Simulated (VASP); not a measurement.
VASP ran on this input.

File KPOINTS:
```
Automatic mesh
0
Gamma
9 9 9
0 0 0
```

POSCAR:
```
HfNb
1
    1.5568600000     0.8988540000     4.9742640000
   -1.5568600000     0.8988540000     4.9742640000
    0.0000000000    -1.7977070000     4.9742640000
Nb Hf
1 1
Direct
  0.0000000000   0.0000000000   0.0000000000
  0.5000000000   0.5000000000   0.5000000000
```

INCAR:
```
SYSTEM = HfNb
PREC = Accurate; ENCUT = 300; LREAL = .FALSE.
LASPH = .TRUE.
EDIFF = 1E-6; NELM = 100; ALGO = Normal
LMAXMIX = 6
ISMEAR = -1; SIGMA = 0.136
GGA = PE
ISIF = 2
LWAVE = .FALSE.; LCHARG = .FALSE.
```

POTCAR, in this order: Nb_sv Hf_pv (PBE.64 set). Program: vasp_std.

Translate this PBE calculation to Ansatz.

One equivalent input (not run):
Ansatz 0.2 input:
```yaml
crystal:
  lattice:
    - [1.5568600, 0.8988540, 4.9742640]
    - [-1.5568600, 0.8988540, 4.9742640]
    - [0.0000000, -1.7977070, 4.9742640]
  atoms:
    - { symbol: Nb, position: [0.0000000, 0.0000000, 0.0000000] }
    - { symbol: Hf, position: [0.5000000, 0.5000000, 0.5000000] }
kpoints:
  mp_grid: { grid: [9, 9, 9] }
hamiltonian:
  xc: pbe
  pseudopotentials: { kind: paw }
scf:
  occupations: { method: fermi_dirac, width: 0.136 }
  max_iter: 100
output: { forces: true, stress: true, eigenvalues: true }
```
The two are equivalent in intent, not identical: each code has its own PAW files, so the cut-off isn't converted (ENCUT is set for VASP's; basis.ecutwfc is left out, and Ansatz then takes the one that its files recommend); Ansatz stops its SCF on the density residual and VASP on the energy change (EDIFF).

The structure was generated: HfNb was put into an ordered model structure, which need not be its known phase. The cell was not relaxed at this level.
